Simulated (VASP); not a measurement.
Level of theory: PBEsol GGA, VASP's PBE PAW potentials (set 64) (plane waves; VASP 6.6.1).

VASP ran on this input.

**INCAR**
```
ALGO = Normal
CSHIFT = 0.1
EDIFF = 1E-7
ENCUT = 520
GGA = PS
ISMEAR = 0
LASPH = .TRUE.
LCHARG = .FALSE.
LMAXMIX = 4
LOPTICS = .TRUE.
LREAL = .FALSE.
LWAVE = .FALSE.
NBANDS = 72
NEDOS = 1001
NELM = 100
PREC = Accurate
SIGMA = 0.01
SYSTEM = BaTiO3
```

**KPOINTS**
```
Automatic mesh
0
Gamma
10 10 10
0 0 0
```

**POSCAR**
```
BaTiO3
1
    3.9661232582     0.0000000000     0.0000000000
    0.0000000000     3.9661232582     0.0000000000
    0.0000000000     0.0000000000     4.0773199001
Ba Ti O
1 1 3
Direct
  0.0000000000   0.0000000000   0.0038885062
  0.5000000000   0.5000000000   0.5205695899
  0.5000000000   0.5000000000   0.9709979898
  0.0000000000   0.5000000000   0.4842719571
  0.5000000000   0.0000000000   0.4842719571
```

POTCAR, in this order: Ba_sv Ti_sv O (PBE.64 set). Program: vasp_std.

The dielectric response may not be converged in the k-mesh; for small gaps it tends to come out too large. Unless said otherwise, spin-orbit coupling is left out, though it shifts the bands of the heavy elements here.

Problem. Estimate the energy per atom (σ→0), band gap (on the k-mesh).

Solution. 
* **energy per atom (σ→0)**: -8.400 eV/atom
* **band gap (on the k-mesh)**: 1.77 eV

**OSZICAR**
```
...
DAV:  10    -0.420024987480E+02    0.37297E-01   -0.57316E-02 23728   0.115E+00    0.357E-01
DAV:  11    -0.420023933603E+02    0.10539E-03   -0.56295E-03 20688   0.247E-01    0.244E-01
DAV:  12    -0.420020147605E+02    0.37860E-03   -0.72389E-04 23416   0.108E-01    0.720E-02
DAV:  13    -0.420020388600E+02   -0.24100E-04   -0.66106E-05 20664   0.304E-02    0.348E-02
DAV:  14    -0.420020379265E+02    0.93354E-06   -0.14913E-05 21128   0.185E-02    0.568E-03
DAV:  15    -0.420020378779E+02    0.48634E-07   -0.84943E-07 21248   0.378E-03
   1 F= -.42002038E+02 E0= -.42002038E+02  d E =-.662402E-33
 imaginary and real dielectric function
```

The compound is BaTiO3 in the tetragonal perovskite structure. It was relaxed first.
